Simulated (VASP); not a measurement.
An input for Quantum ESPRESSO's pw.x (written as the equivalent of a VASP run, and not itself run):

```
&CONTROL
  calculation = 'scf'
  pseudo_dir = './pseudo'
  outdir = './out'
  tprnfor = .true.
  tstress = .true.
/
&SYSTEM
  ibrav = 0
  nat = 6
  ntyp = 2
  ecutwfc = 74
  occupations = 'smearing'
  smearing = 'gaussian'
  degauss = 0.000735
  input_dft = 'pbe'
/
&ELECTRONS
  conv_thr = 7.3e-08
  electron_maxstep = 100
/
ATOMIC_SPECIES
  W 183.840 W.upf
  S 32.060 S.upf
CELL_PARAMETERS angstrom
     3.1205360    0.0000000    0.0000000
    -1.5602680    2.7024630    0.0000000
     0.0000000    0.0000000   12.7187140
ATOMIC_POSITIONS crystal
  W    0.3314540  0.6629720  0.2488410
  W    0.6692910  0.3388330  0.7505910
  S    0.3361070  0.6678340  0.6318710
  S    0.6705490  0.3375540  0.3692900
  S    0.6643890  0.3291880  0.1289630
  S    0.3282100  0.6636190  0.8704440
K_POINTS automatic
  6 6 2 0 0 0
```

Task: Write the VASP files for the same calculation (PBE).

Result: One answer among several that fit: 
INCAR:
```
# general
SYSTEM =WS2
PREC   =Accurate
ENCUT  =300
LREAL  =.FALSE.
LASPH  =.TRUE.

# electronic loop
EDIFF  =1E-6
NELM   =100
ALGO   =Normal
LMAXMIX=6

# smearing
ISMEAR =0
SIGMA  =0.01

# functional
GGA    =PE

# ions
ISIF   =2

# output
LWAVE  =.FALSE.
LCHARG =.FALSE.
```

**KPOINTS**
```
Automatic mesh
0
G
  6 6 2
```

### POSCAR
```
WS2
1.0
  3.1205360000   0.0000000000   0.0000000000
 -1.5602680000   2.7024630000   0.0000000000
  0.0000000000   0.0000000000  12.7187140000
W S
2 4
direct
  0.3314540000   0.6629720000   0.2488410000
  0.6692910000   0.3388330000   0.7505910000
  0.3361070000   0.6678340000   0.6318710000
  0.6705490000   0.3375540000   0.3692900000
  0.6643890000   0.3291880000   0.1289630000
  0.3282100000   0.6636190000   0.8704440000
```

POTCAR, in this order: W_sv S (PBE.64 set). Program: vasp_std.

The two are equivalent in intent, not identical: the potentials are each code's own (VASP's PAW set, PseudoDojo norm-conserving files in pw.x), so ENCUT and ecutwfc are chosen apart and not converted; conv_thr bounds pw.x's estimated SCF error, while EDIFF bounds the energy change between steps.

The structure comes from a computed database's WS2 entry; how it stands against other phases isn't given here. The cell was not relaxed at this level, atoms are displaced from their ideal sites.
